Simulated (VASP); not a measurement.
Given:

```yaml
crystal:
  lattice:
    - [-2.97875, 2.97875, 1.59060]
    - [2.97875, -2.97875, 1.59060]
    - [2.97875, 2.97875, -1.59060]
  atoms:
    - { symbol: Sb, position: [0.75000, 0.25000, 0.50000] }
    - { symbol: Sb, position: [0.00000, 0.00000, 0.00000] }
```

Level of theory: PBEsol GGA, VASP's PBE PAW potentials (set 64) (plane waves; VASP 6.6.1). Numerical set-up: 400 eV cut-off, Gaussian smearing of 0.050 eV, potentials Sb.

Problem. Give the energies of bands 2 to 8 at the high-symmetry points, in eV from the Fermi level.

Solution. 
```csv
band,Γ,X,M,Z,P,N
2,-6.96,-10.82,-9.99,-8.09,-8.40,-7.47
3,-3.55,-1.27,-5.90,-4.28,-4.78,-4.43
4,-3.55,-1.27,-5.90,-4.18,-4.78,-3.31
5,2.04,-0.64,3.28,-4.18,1.35,-2.67
6,3.69,-0.64,3.28,0.34,1.35,0.70
7,3.69,4.06,6.04,3.67,1.48,1.03
8,4.41,4.06,6.04,3.67,1.48,2.17
```

It has no gap at this level: it comes out as a metal or semimetal.

The structure was generated: Sb was put into the beta-Sn type (I4_1/amd), which need not be its known phase. It was relaxed first.
